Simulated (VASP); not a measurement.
Given:

```xyz
3
Lattice="2.0420 -3.5369 0.0000 2.0420 3.5369 0.0000 0.0000 0.0000 5.3829" Properties=species:S:1:pos:R:3 pbc="T T T"
Te     2.0420     1.1790     1.3632
Te     2.0420    -1.1790     4.0197
Pt     2.0420    -3.5369     0.0000
```

Calculation: PBE GGA, VASP's PBE PAW potentials (set 64) (plane waves; VASP). Run with 480 eV cut-off, 8×8×6 Γ-centred mesh, first-order Methfessel-Paxton smearing of 0.10 eV, potentials Te Pt.

Unless said otherwise, spin-orbit coupling is left out, though it shifts the bands of the heavy elements here.

**Question.** What does the run give for the energy per atom (σ→0), band gap (on the k-mesh) with the smallest direct gap where there is one?

**Answer.** 
- band gap (on the k-mesh) = none (metal, semimetal or under 0.01 eV)
- energy per atom (σ→0) = -4.524 eV/atom

Only differences to runs with the same potentials and settings are physical.

The compound is PtTe2 in the 1T layered structure. It was relaxed first, which changed the volume by +6 %.
